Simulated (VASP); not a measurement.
Consider the following.

```
CELL_PARAMETERS angstrom
      1.63352    -2.82935     0.00000
      1.63352     2.82935     0.00000
      0.00000     0.00000     3.63105
ATOMIC_POSITIONS crystal
  Hf 0.00000 0.00000 0.00000
  B  0.33333 0.66667 0.50000
  B  0.66667 0.33333 0.50000
```

Method: PBE GGA, VASP's PBE PAW potentials (set 64) (plane waves; VASP 6.6.1). Run with 600 eV cut-off, 10×10×8 Γ-centred mesh, first-order Methfessel-Paxton smearing of 0.10 eV, potentials Hf_pv B.

Q: Give the stress tensor in GPa (positive for a compressed cell).

A: 
```
-24.77    0.00    0.00
  0.00  -24.77    0.00
  0.00    0.00  -21.57
```
The pressure is its mean diagonal, -23.70 GPa.

The compound is HfB2 in the AlB2 type structure. This cell was strained or had an atom moved on purpose.
